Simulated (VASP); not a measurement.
Output of a VASP run:

OUTCAR:
```
 ion  position               nearest neighbor table
   1  0.400  0.400  0.400-   5 3.06   5 3.06   5 3.06   3 3.24   3 3.24   3 3.24
   2  0.600  0.600  0.600-   4 3.06   4 3.06   4 3.06   3 3.24   3 3.24   3 3.24
   3  0.000  0.000  0.000-   2 3.24   2 3.24   1 3.24   1 3.24   2 3.24   1 3.24
   4  0.210  0.210  0.210-   2 3.06   2 3.06   2 3.06   5 3.66   5 3.66   5 3.66
   5  0.790  0.790  0.790-   1 3.06   1 3.06   1 3.06   4 3.66   4 3.66   4 3.66
  LATTYP: Found a trigonal (rhomboedric) cell.
 ALAT       =    10.4732110735
 COS(alpha) =     0.9125502380
 Subroutine PRICEL returns:
 Original cell was already a primitive cell.
 Subroutine GETGRP returns: Found 12 space group operations
The static configuration has the point symmetry D_3d.
The dynamic configuration has the point symmetry D_3d.
 Subroutine INISYM returns: Found 12 space group operations
 Subroutine IBZKPT returns following result:
 Found      6 irreducible k-points:

 Following reciprocal coordinates:
            Coordinates               Weight
  0.000000  0.000000  0.000000      1.000000
  0.333333  0.000000 -0.000000      6.000000
  0.333333  0.333333 -0.000000      6.000000
 -0.333333  0.333333  0.000000      6.000000
  0.333333  0.333333  0.333333      2.000000
 -0.333333  0.333333  0.333333      6.000000
   k-points           NKPTS =      6   k-points in BZ     NKDIM =      6   number of bands    NBANDS=     28
   number of dos      NEDOS =    301   number of ions     NIONS =      5
   total plane-waves  NPLWV = 216000
   dimension x,y,z NGX =    60 NGY =   60 NGZ =   60
   dimension x,y,z NGXF=   120 NGYF=  120 NGZF=  120
   ions per type =               2   3
   PREC   = accura    normal or accurate (medium, high low for compatibility)
   ISTART =      0    job   : 0-new  1-cont  2-samecut
   ICHARG =      2    charge: 1-file 2-atom 10-const
   ISPIN  =      1    spin polarized calculation?
   LNONCOLLINEAR =      F non collinear calculations
   LSORBIT =      F    spin-orbit coupling
   INIWAV =      1    electr: 0-lowe 1-rand  2-diag
   ENCUT  =  300.0 eV  22.05 Ry    4.70 a.u.  14.79 14.79 14.79*2*pi/ulx,y,z
   NELM   =    100;   NELMIN=  2; NELMDL= -5     # of ELM steps
   EDIFF  = 0.1E-05   stopping-criterion for ELM
   LREAL  =      F    real-space projection
   NLSPLINE    = F    spline interpolate recip. space projectors
   LMAXMIX     =    4 max onsite mixed and CHGCAR
   VOSKOWN=      0    Vosko Wilk Nusair interpolation
   EDIFFG = 0.1E-04   stopping-criterion for IOM
   NSW    =      0    number of steps for IOM
   NBLOCK =      1;   KBLOCK =      1    inner block; outer block
   IBRION =     -1    ionic relax: 0-MD 1-quasi-New 2-CG
   NFREE  =      0    steps in history (QN), initial steepest desc. (CG)
   ISIF   =      2    stress and relaxation
   ISYM   =      2    0-nonsym 1-usesym 2-fastsym
   TEIN   =    0.0    initial temperature
   TEBEG  =    0.0;   TEEND  =   0.0 temperature during run
   SMASS  =  -3.00    Nose mass-parameter (am)
   PSTRESS=    0.0 pullay stress
   NELECT =      48.0000    total number of electrons
   EFERMI =   0.00;   METHOD = LEGACY
   ISMEAR =    -1;   SIGMA  =   0.02  broadening in eV -4-tet -1-fermi 0-gaus
   IALGO  =     38    algorithm
   LDIAG  =      T    sub-space diagonalisation (order eigenvalues)
   IMIX   =      4    mixing-type and parameters
     AMIX     =   0.40;   BMIX     =  1.00
     AMIX_MAG =   1.60;   BMIX_MAG =  1.00
     AMIN     =   0.10
   GGA     = PS    functional components
   VOSKOWN =     0    Vosko Wilk Nusair interpolation
   LHFCALC =     F    Hartree Fock is set to
   LHFONE  =     F    Hartree Fock one center treatment
   AEXX    =    0.0000 exact exchange contribution
   IVDW    =     0    specifies the selected vdW correction
   LEPSILON=     F    determine dielectric tensor
   LRPA    =     F    only Hartree local field effects (RPA)
  energy-cutoff  :      300.00
  volume of cell :      168.86
      direct lattice vectors                 reciprocal lattice vectors
    10.241682000 -2.190000000  0.000000000     0.048820106 -0.228310502 -0.126757659
    10.241682000  2.190000000  0.000000000     0.048820106  0.228310502 -0.126757659
     9.773389000  0.000000000  3.764174000     0.000000000  0.000000000  0.265662533
...
```

File OSZICAR:
```
       N       E                     dE             d eps       ncg     rms          rms(c)
DAV:   1     0.353268208447E+03    0.35327E+03   -0.16714E+04   336   0.111E+03
DAV:   2     0.134787732393E+02   -0.33979E+03   -0.33139E+03   376   0.340E+02
DAV:   3    -0.193884930580E+02   -0.32867E+02   -0.31968E+02   440   0.123E+02
DAV:   4    -0.204871649633E+02   -0.10987E+01   -0.10849E+01   432   0.231E+01
DAV:   5    -0.205191060692E+02   -0.31941E-01   -0.31930E-01   456   0.367E+00    0.826E+00
DAV:   6    -0.202540764737E+02    0.26503E+00   -0.65411E-01   392   0.495E+00    0.614E+00
DAV:   7    -0.202519848484E+02    0.20916E-02   -0.28532E-01   420   0.224E+00    0.937E-01
DAV:   8    -0.202493622735E+02    0.26226E-02   -0.30783E-02   424   0.103E+00    0.595E-01
DAV:   9    -0.202489151250E+02    0.44715E-03   -0.67621E-03   396   0.412E-01    0.326E-01
DAV:  10    -0.202490248574E+02   -0.10973E-03   -0.81665E-04   416   0.174E-01    0.107E-01
DAV:  11    -0.202490286378E+02   -0.37804E-05   -0.13544E-04   416   0.693E-02    0.308E-02
DAV:  12    -0.202490319957E+02   -0.33579E-05   -0.39863E-05   432   0.288E-02    0.242E-02
DAV:  13    -0.202490314851E+02    0.51060E-06   -0.26172E-06   292   0.986E-03
   1 F= -.20249031E+02 E0= -.20249008E+02  d E =-.476409E-04
```

**OUTCAR**
```
------------------------ aborting loop because EDIFF is reached ----------------------------------------
  FORCE on cell =-STRESS in cart. coord.  units (eV):
  Direction    XX          YY          ZZ          XY          YZ          ZX
  --------------------------------------------------------------------------------------
  Total       -1.2333405      0.0716546      0.0514568      0.0000000      0.0000000     -0.1623515
  in kB      -11.7024958      0.6798915      0.4882459      0.0000000      0.0000000     -1.5404649
  external PRESSURE =      -3.5114528 kB  Pullay stress =       0.0000000 kB
  volume of cell :      168.86
      direct lattice vectors                 reciprocal lattice vectors
    10.241682000 -2.190000000  0.000000000     0.048820106 -0.228310502 -0.126757659
    10.241682000  2.190000000  0.000000000     0.048820106  0.228310502 -0.126757659
     9.773389000  0.000000000  3.764174000     0.000000000  0.000000000  0.265662533
 POSITION                                       TOTAL-FORCE (eV/Angst)
 -----------------------------------------------------------------------------------
     12.10270      0.00000      1.50567        -0.027629      0.000000     -0.003437
     18.15405      0.00000      2.25850         0.027629      0.000000      0.003437
      0.00000      0.00000      0.00000         0.000000      0.000000      0.000000
      6.35392      0.00000      0.79048         0.122011      0.000000      0.015179
     23.90283      0.00000      2.97370        -0.122011      0.000000     -0.015179
 -----------------------------------------------------------------------------------
    total drift:                                0.000000     -0.000000     -0.000000
  FREE ENERGIE OF THE ION-ELECTRON SYSTEM (eV)
  ---------------------------------------------------
  free  energy   TOTEN  =       -20.2490314851 eV

  energy  without entropy=      -20.2489838442  energy(sigma->0) =      -20.24900766
```
(Selected blocks of OUTCAR.)

POSCAR:
```
Bi2Te3
1
   10.2416820000    -2.1900000000     0.0000000000
   10.2416820000     2.1900000000     0.0000000000
    9.7733890000     0.0000000000     3.7641740000
Bi Te
2 3
Direct
  0.4000000000   0.4000000000   0.4000000000
  0.6000000000   0.6000000000   0.6000000000
  0.0000000000   0.0000000000   0.0000000000
  0.2100000000   0.2100000000   0.2100000000
  0.7900000000   0.7900000000   0.7900000000
```

**Question.** Reconstruct the remaining input files.

**Answer.** One answer among several that fit: the input of the run itself, PBEsol GGA, plane waves, VASP's PBE PAW potentials (set 64).

INCAR:
```
LREAL = .FALSE.   ! projection in real space or not
ENCUT = 300   ! plane-wave cut-off (eV)
EDIFF = 1E-6   ! SCF stop (eV)
SIGMA = 0.02   ! width (eV)
ALGO = Normal   ! blocked Davidson
GGA = PS   ! PBEsol
PREC = Accurate
LCHARG = .FALSE.
LASPH = .TRUE.   ! aspherical one-centre terms
SYSTEM = Bi2Te3
LWAVE = .FALSE.
ISIF = 2   ! forces and stress, cell fixed
ISMEAR = -1
NELM = 100
LMAXMIX = 4   ! l cut-off of mixed one-centre charges
```

**KPOINTS**
```
Automatic mesh
0
Gamma
3 3 3
0 0 0
```

POTCAR, in this order: Bi_d Te (PBE.64 set). Program: vasp_std.

At this cut-off the stress carries a Pulay error, which pulls relaxed volumes low.

The structure is a typed Bi2Te3 crystal. The cell was not relaxed at this level. The k-mesh is coarse (spacing up to 0.56 per Å, 2π included), so the numbers may not be converged in it. The run is one of a series of settings (GGA = PS, POTCAR Bi_d Te (PBE.64 set) against the base run), some of them coarse on purpose.
